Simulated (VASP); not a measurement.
An input for Quantum ESPRESSO's pw.x (written as the equivalent of a VASP run, and not itself run):

```
&CONTROL
  calculation = 'scf'
  pseudo_dir = './pseudo'
  outdir = './out'
  tprnfor = .true.
  tstress = .true.
/
&SYSTEM
  ibrav = 0
  nat = 4
  ntyp = 2
  ecutwfc = 72
  occupations = 'tetrahedra'
  input_dft = 'pbesol'
/
&ELECTRONS
  conv_thr = 7.3e-09
  electron_maxstep = 100
/
ATOMIC_SPECIES
  Ca 40.078 Ca.upf
  Sn 118.710 Sn.upf
CELL_PARAMETERS angstrom
     2.3721058   -5.7113690   -0.0000000
     2.3721058    5.7113690    0.0000000
     0.0000000    0.0000000    4.3430270
ATOMIC_POSITIONS crystal
  Ca   0.1337282  0.8662718  0.2500000
  Ca   0.8662718  0.1337282  0.7500000
  Sn   0.4149041  0.5850959  0.2500000
  Sn   0.5850959  0.4149041  0.7500000
K_POINTS automatic
  8 8 8 0 0 0
```

### Question
Write the VASP files for the same calculation (PBEsol).

### Answer
Several could match; the one computed here: 
File POSCAR:
```
CaSn
1
    2.3721057888    -5.7113689697    -0.0000000000
    2.3721057888     5.7113689697     0.0000000000
    0.0000000000     0.0000000000     4.3430270367
Ca Sn
2 2
Direct
  0.1337281855   0.8662718145   0.2500000000
  0.8662718145   0.1337281855   0.7500000000
  0.4149041329   0.5850958671   0.2500000000
  0.5850958671   0.4149041329   0.7500000000
```

KPOINTS:
```
Automatic mesh
0
Gamma
8 8 8
0 0 0
```

INCAR:
```
SYSTEM  =  CaSn
PREC  =  Accurate; ENCUT  =  400; LREAL  =  .False.
LASPH  =  .True.
EDIFF  =  1E-7; NELM  =  100; ALGO  =  Normal
LMAXMIX  =  4
ISMEAR  =  -5
GGA  =  PS
ISIF  =  2
LWAVE  =  .False.; LCHARG  =  .True.; LORBIT  =  11
NEDOS  =  601
LEFG  =  .True.
```

POTCAR, in this order: Ca_sv Sn_d (PBE.64 set). Program: vasp_std.

Limits of the translation: the potentials are each code's own (VASP's PAW set, PseudoDojo norm-conserving files in pw.x), so ENCUT and ecutwfc are chosen apart and not converted; conv_thr bounds pw.x's estimated SCF error, while EDIFF bounds the energy change between steps; the field gradients of LEFG aren't asked of the other code.

The structure comes from a computed database's CaSn entry (Cmcm); how it stands against other phases isn't given here. It was relaxed first.
